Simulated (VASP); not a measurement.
Here is the system:

```xyz
1
Lattice="2.3170 0.0000 0.0000 0.0000 2.3170 0.0000 0.0000 0.0000 2.3170" Properties=species:S:1:pos:R:3 pbc="T T T"
Co     0.0000     0.0000     0.0000
```
Starting moments (μB, in the order of the record's atoms Co): 3.0.

The numbers are results of PBE GGA, VASP's PBE PAW potentials (set 64) (plane waves; VASP), not measurements. Numerical set-up: 400 eV cut-off, 9×9×9 Monkhorst-Pack mesh, first-order Methfessel-Paxton smearing of 0.10 eV, potentials Co.

### Question
Give the stress tensor in GPa (positive for a compressed cell).

### Answer

```
3.40  0.00  0.00
0.00  3.40  0.00
0.00  0.00  3.40
```
The pressure is its mean diagonal, 3.40 GPa.

The structure was generated: Co was put into the simple-cubic type (Pm-3m), which need not be its known phase. The cell was not relaxed at this level. The k-mesh is coarse (spacing up to 0.30 per Å, 2π included), so the numbers may not be converged in it. The run is one of a series of settings (KPOINTS 9×9×9 Monkhorst-Pack mesh against the base run), some of them coarse on purpose.
